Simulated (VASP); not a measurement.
Write the native input for VASP 6.6.1 that does the following.

```yaml
Task: relaxation of cell and atoms
Functional: r2SCAN
Potentials_or_basis: VASP PAW PBE potentials, release 64 (In_d, As)
Cutoff: 600 eV
k_mesh: 10 × 10 × 10
Occupations: gaussian, width 0.03 eV
Spin: no spin polarisation
Further_INCAR_settings: ALGO = Normal; EDIFF = 1e-07; IBRION = 2; EDIFFG = -0.005; NSW = 90; ISIF = 3
```

The structure of InAs lies in POSCAR:

```
InAs                                    
1.0
    0.0000000000      3.0551307112      3.0551307112
    3.0551307112      0.0000000000      3.0551307112
    3.0551307112      3.0551307112      0.0000000000
  In              As            
     1     1
Direct
     0.0000000000000000    0.0000000000000000    0.0000000000000000
     0.2500000000000000    0.2500000000000000    0.2500000000000000
```

These files were run (other wordings do the same):

INCAR

```
PREC = Accurate ; ENCUT = 600
EDIFF = 1E-7 ; ISMEAR = 0
SIGMA = 0.03 ; LREAL = F
LASPH = T ; NELM = 80
ALGO = Normal ; ISIF = 3
LWAVE = F ; LCHARG = F
METAGGA = R2SCAN ; LMIXTAU = T
IBRION = 2 ; NSW = 90
EDIFFG = -0.005
```

KPOINTS

```
regular mesh
0
Gamma
  10 10 10
```

Potentials or basis: VASP PAW PBE potentials, release 64 (In_d, As).

The run is started by

```console
$ cat potpaw_PBE.64/In_d/POTCAR potpaw_PBE.64/As/POTCAR > POTCAR
$ mpirun -np 1 vasp_std > vasp.out
```

It gave:

```yaml
Pressure_after_relaxing: 0.0 GPa
Band_gap_on_the_k_mesh: 0.08 eV, direct
```

Caveat: the relaxation stopped at its first step, so nothing moved; the PAW data sets were made with another functional, which shifts forces and pressure a little; spin-orbit coupling is left out, which moves the levels of the heavy elements.

It took 2 min on 1 thread of Intel(R) Xeon(R) Platinum 8488C (Sapphire Rapids) (shared host), peak memory 0.24 GiB.
